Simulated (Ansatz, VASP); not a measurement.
# GaCo (GaCo (Pm-3m)): VASP beside Ansatz

Aim: how closely do two programs agree when they are given the same cell, functional and k mesh? The cell is taken from a series of runs on this material, whose earlier steps may have relaxed, scaled, displaced or heated it; both programs get it as it stands.

Method: plane waves, with VASP 6.6.1 beside it; relaxation of cell and atoms at r2SCAN, in Ansatz 0.2.0.

## (1) The starting structure

The structure is cubic, space group Pm-3m (No. 221). The conventional cell has a = 2.847 Å, b = 2.847 Å, c = 2.847 Å, α = 90.00°, β = 90.00°, γ = 90.00°. Ga has 8 Co at 2.47 Å nearest. Nearest to Co lie 8 Ga at 2.47 Å. Farther neighbours are not listed.

## (2) Ansatz: relaxation of cell and atoms, r2SCAN

Ansatz runs on its PAW soft_1 files.

The relaxed volume is the usual yardstick between codes: in a stiff, nearly cubic crystal its relative difference is about their pressure difference at one cell divided by the bulk modulus.

Input file input.yaml:

```yaml
crystal:
  lattice:
    - [2.8472292, 0.0, 0.0]
    - [0.0, 2.8472292, 0.0]
    - [0.0, 0.0, 2.8472292]
  atoms:
    - { symbol: Ga, position: [0.5, 0.5, 0.5] }
    - { symbol: Co, position: [0.0, 0.0, 0.0], spin: 2.5 }
magnetization:
  spin_polarized: true
basis:
  ecutwfc: 500
  xc_grid: 2
hamiltonian:
  xc: r2scan
  pseudopotentials: { kind: paw, azcp: { folder: soft_1 } }
kpoints:
  mp_grid: { grid: [13, 13, 13] }
scf:
  occupations: { method: fermi_dirac, width: 0.05 }
  max_iter: 150
output:
  forces: true
  stress: true
relax:
  f_tol: 0.01
  max_steps: 60
  cell: {}
checkpoint:
  write: "../r2scan.run"
  compress: false
  write_wavefunctions: false
  write_every: 100000
```

Launch:

```bash
> ansatz run input.yaml --threads 4 --pin off --max-ram 6594MiB --backend cpu --events-out ev --progress --plain --runs-dir out
```

Numbers of over 12 decimals in the logs are rounded to 6 here.

What it wrote:

```text
Engine: ansatz 0.2.0, aarch64-unknown-linux-gnu
Pseudopotentials: kind: paw
Pseudopotential: Ga, paw, valence charge 13, recommended cutoff 500 eV (meta_gga), soft_1/Ga.paw.azcp
Pseudopotential: Co, paw, valence charge 17, recommended cutoff 500 eV (meta_gga), soft_1/Co.paw.azcp
Functional definition: r2SCAN
  parameter k0 = 0.174
  parameter k1 = 0.065
  parameter a1 = 4.9479
  exchange = r2scan_x(k0 = k0, k1 = k1, a1 = a1)
  correlation = r2scan_c
Crystal: 2 atoms, lattice volume = 23.082 Å³
Basis set: ecut = 500 eV, 587 PW (Γ), exchange–correlation on 48×48×48 points (8 copies of the dense FFT grid, shifted against one another)
Bands: 21, of which v1, the nominal top of the filled ones, is band 15 counted from 1 (14 counted from 0)
Symmetry: 48 space group operations
Space group: Pm-3m (ITA 221), of the structure as read, at distance tolerance 2.8e-5 Å
Magnetic group: BNS 221.92 (UNI 1594), of the structure as read, at distance tolerance 2.8e-5 Å
k-points: 84 of 2197
Non-local potential: Ga, projectors of the file, l = 0: 2, l = 1: 2, l = 2: 3, l = 3: 1
Non-local potential: Co, projectors of the file, l = 0: 3, l = 1: 2, l = 2: 3, l = 3: 1
PAW form: soft (Blöchl's): semilocal exchange-correlation on the pseudo side does not see the compensation charge
PAW frozen core: Ga, regenerated for the run's functional (the file was generated under x = pbe(κ = 0.804, μ = 0.219515), c = pbe(β = 0.066725))
PAW frozen core: Co, regenerated for the run's functional (the file was generated under x = pbe(κ = 0.804, μ = 0.219515), c = pbe(β = 0.066725))
PAW one-centre angular grid: Ga, 590 points (default); XC on 160 Gauss nodes
PAW one-centre angular grid: Co, 590 points (default); XC on 160 Gauss nodes
Initial density: superposition of atomic densities (chi_scale 0.1, normalization cell)
Starting moments: Σ|m| = 2.5 μB on 1 of 2 sites
Initial wavefunctions: pseudopotential atomic-orbital guess
Functional: x = r2scan, c = r2scan; τ floored in thin density (d = 2e-4 eV/Å³)
iter 1 solved again at ethr=1.12e-3 eV; its pass at ethr=3.10e-3 eV (dr2=3.37e-1 eV) is discarded
SCF iter   1: F=—  HF=-8920.031399 eV  |F-HF|=—  |Δ(HF+E_count)|=         —  Δρ=5.03e-2 (↑5.03e-2 ↓3.76e-2)  dr2=3.13e-1  dr2_τ=1.10e-2  dr2_m=2.98e-1  M=1.653 μB ∫|m|=2.083 μB  β_m=0.88  ethr=1.12e-3  ⟨swp⟩=2.9  Hψ=21773  notcnv=0
Mixer restart at iter 1: flushing history
preconditioner: auto → none  [metal: Δε(μ)=0.001 eV  Ē_g=16.667 eV  σ=0.050 eV  W_gap=0.01  n_scr=6 (ndim 8)  ℏωp=36.3 eV  f_vac=0.000  D(μ)=2.37/eV (n_scr^D=26)  sad-step TF]
SCF iter   2: F=—  HF=-8920.259448 eV  |F-HF|=—  |Δ(HF+E_count)|=   2.28e-1  Δρ=3.12e-2 (↑1.91e-2 ↓3.12e-2)  dr2=3.00e-1  dr2_τ=1.65e-3  dr2_m=2.80e-2  M=1.508 μB ∫|m|=2.012 μB  β_m=1.00  ethr=1.04e-3  ⟨swp⟩=3.8  Hψ=8133  notcnv=0  defer=25  κ⁻¹=1.0e0(r=1)
SCF iter   3: F=—  HF=-8920.910707 eV  |F-HF|=—  |Δ(HF+E_count)|=         —  Δρ=7.23e-2 (↑7.23e-2 ↓3.51e-2)  dr2=3.89e-1  dr2_τ=4.65e-3  dr2_m=5.31e-1  M=1.098 μB ∫|m|=1.527 μB  β_m=1.00  ethr=9.99e-4  ⟨swp⟩=2.1  Hψ=5564  notcnv=0  defer=185
Mixer restart at iter 3: flushing history
SCF iter   4: F=—  HF=-8923.692211 eV  |F-HF|=—  |Δ(HF+E_count)|=    2.78e0  Δρ=1.97e-1 (↑9.95e-2 ↓1.97e-1)  dr2=1.43e1  dr2_τ=2.61e-2  dr2_m=5.30e-1  M=0.656 μB ∫|m|=0.998 μB  β_m=0.74  ethr=1.67e-4  ⟨swp⟩=4.5  Hψ=10095  notcnv=0  defer=188
SCF iter   5: F=—  HF=-8922.715134 eV  |F-HF|=—  |Δ(HF+E_count)|=   9.77e-1  Δρ=9.26e-2 (↑9.26e-2 ↓3.36e-2)  dr2=2.26e0  dr2_τ=1.98e-2  dr2_m=1.98e-1  M=0.516 μB ∫|m|=0.865 μB  β_m=0.84  ethr=1.67e-4  ⟨swp⟩=4.3  Hψ=11132  notcnv=0  defer=211  κ⁻¹=1.0e0(r=1)
SCF iter   6: F=—  HF=-8921.888849 eV  |F-HF|=—  |Δ(HF+E_count)|=   8.26e-1  Δρ=1.52e-2 (↑4.35e-3 ↓1.52e-2)  dr2=7.14e-2  dr2_τ=2.34e-4  dr2_m=8.72e-3  M=0.562 μB ∫|m|=0.893 μB  β_m=1.00  ethr=1.67e-4  ⟨swp⟩=3.5  Hψ=9243  notcnv=0  defer=219  κ⁻¹=6.0e-3(r=2)
SCF iter   7: F=—  HF=-8922.007758 eV  |F-HF|=—  |Δ(HF+E_count)|=   1.19e-1  Δρ=9.99e-3 (↑2.86e-3 ↓9.99e-3)  dr2=3.05e-2  dr2_τ=5.76e-5  dr2_m=3.74e-3  M=0.525 μB ∫|m|=0.837 μB  β_m=1.00  ethr=1.67e-4  ⟨swp⟩=2.0  Hψ=5565  notcnv=0  defer=217  κ⁻¹=3.8e-5(r=3)
SCF iter   8: F=—  HF=-8922.129426 eV  |F-HF|=—  |Δ(HF+E_count)|=   1.22e-1  Δρ=3.42e-3 (↑1.20e-3 ↓3.42e-3)  dr2=1.77e-3  dr2_τ=1.18e-5  dr2_m=9.39e-4  M=0.472 μB ∫|m|=0.747 μB  β_m=1.00  ethr=1.02e-4  ⟨swp⟩=2.0  Hψ=6847  notcnv=0  defer=217  κ⁻¹=5.4e-6(r=4)
SCF iter   9: F=—  HF=-8922.158727 eV  |F-HF|=—  |Δ(HF+E_count)|=   2.93e-2  Δρ=1.44e-3 (↑7.10e-4 ↓1.44e-3)  dr2=1.04e-4  dr2_τ=1.08e-6  dr2_m=2.38e-4  M=0.451 μB ∫|m|=0.702 μB  β_m=1.00  ethr=5.89e-6  ⟨swp⟩=2.0  Hψ=7107  notcnv=0  defer=218  κ⁻¹=2.1e-7(r=5)
[...]
SCF 2 converged in 9 iterations: F = -8922.169669 eV  dr2 = 8.51e-8
relax step   2: F+E_penalty+E_count = -8922.16966898 eV  Δ(F+E_penalty+E_count) = -2.100e-4 eV  max|allowed force component| = 2.630e-31 eV/Å  Δτ_max = 0.0000 Å  P = +0.355 GPa  Ω = 23.148 Å³  energy of the carried Pulay correction = -4.804e-5 eV  (9 SCF iters, dr2 threshold 2.00e-7 eV, accepted)
[...]
relax step   3: F+E_penalty+E_count = -8922.16968688 eV  Δ(F+E_penalty+E_count) = -1.790e-5 eV  max|allowed force component| = 6.574e-31 eV/Å  Δτ_max = 0.0000 Å  P = +0.004 GPa  Ω = 23.191 Å³  energy of the carried Pulay correction = -7.968e-5 eV  (8 SCF iters, dr2 threshold 2.00e-7 eV, accepted)
[...]
relax step   4: F+E_penalty+E_count = -8922.16974983 eV  Δ(F+E_penalty+E_count) = -6.294e-5 eV  max|allowed force component| = 1.315e-31 eV/Å  Δτ_max = 0.0000 Å  P = +0.010 GPa  Ω = 23.191 Å³  stress off target by 1.04e-2 GPa  SCF on the basis re-selected at this cell (its energy is not comparable with the rows above)  (11 SCF iters)
basis re-selected at this cell: Δ(F+E_penalty+E_count) = -6.294e-5 eV, ΔP = +0.006 GPa vs the last step (what re-selecting the basis moved, of the pressure what is left beyond the Pulay correction that the steps carried, after the strain that the cell walked since its last selection, with what the two solves' SCF thresholds leave and, on support functions, any second-order correction that the steps lacked; it is no m [...]
SCF converged after 11 iterations
Stability not checked: this state was not tested for a lower state beside it, because the mixer in use, unlike msr1, does not test its closes by its own steps (another_mixer; see scf.mixing.algorithm and scf.lower_state_search)
Magnetization: 0.4220 μB (15.2110 up, 14.7890 down)
Absolute magnetization: 0.6429 μB (∫|ρ↑−ρ↓|, with the PAW one-centre terms)
Spin contamination: 0.0396 ħ² per cell (⟨S²⟩ above its minimum at these occupations)
Per-site moments (μB) at R_I (Å): [(-0.027239, 1.018741), (0.527335, 1.018741)]
Free energy (F): -8922.169750 eV
Harris-Foulkes:  -8922.169750 eV  (|F-HF|=1.09e-11)
Internal energy: -8922.161834 eV  (E = F + TS)
E sigma→0 (E₀):  -8922.165792 eV
Entropy (-TS):   -0.007916 eV (-3.958 meV/atom)
Fermi energy:    17.091458 eV
--- Per-component energies (eV) ---
  E_band       = -232.703258
  E_kinetic    = 409.535210
  E_local      = -3729.737516  (includes V_loc(G=0)·N_el)
  E_nonlocal   = 354.769764
  E_hartree    = 1965.302763
  E_xc         = -144.786698
  E_vxc        = -187.744023  (∫ρ·V_xc dr)
  E_paw        = -3600.572025  (= ΣΔE_a)
  E_vpaw       = -1022.877731  (= ΣTr[D̂ρ^β])
  E_aug_tail   = -0.000047  (compensation charges beyond the density's cutoff)
  E_vtau       = 12.745778  (kinetic-family band-sum trace: ∫τ·v_τ [+ j·A + Jᵃ·Aᵃ] dr)
  E_ewald      = -4175.725013
  E_core_change = -0.948271  (= ΣΔE_core)
  E_smearing   = -0.007916  (= −TS)
  E_closure    = 0.000000  (closes the sum)
  Σ components = -8922.169750   (vs F -8922.169750, Δ=0.00e0)
--- Forces (eV/Å), atoms counted from 1 ---
  atom   1  Ga    -0.00000000     0.00000000    -0.00000000
  atom   2  Co    -0.00000000    -0.00000000    -0.00000000
  max |Σ_I F_I| component: 4.60e-31 eV/Å
--- Stress (GPa, compression-positive) ---
        0.010359      -0.000000       0.000000
       -0.000000       0.010359       0.000000
        0.000000       0.000000       0.010359
  P = ⅓ Tr σ = 0.0104 GPa (0.104 kbar)
--- Relaxed structure (3 steps of the walk, 3 accepted, 1 SCFs on fresh bases) ---
  F+E_penalty+E_count = -8922.16974983 eV   max|allowed force component| = 1.315e-31 eV/Å   (the final SCF, on the basis selected at the relaxed cell)
  cell:  # Å, volume = 23.1914 Å³
    - [2.851735, 0, 0.0]
    - [0, 2.851735, 0]
    - [0.0, 0, 2.851735]
  atoms:
    - { symbol: Ga, position: [0.5, 0.5, 0.5] }
    - { symbol: Co, position: [0, 0, 0] }
```

(Part 1 of 2 ends here.)

[Lines on the potential files, build, host, timing and source positions are cut from VASP's logs without a mark.]

[Logs are printed without paths, hosts, clocks, repeated set-up lines and the standing remarks that a program may print on its own settings, such as how far it seeks lower states.]

[Hosts, paths, dates, database ids (printed as entryN), source tags and the programs' standing remarks are cut or masked in the printed files.]
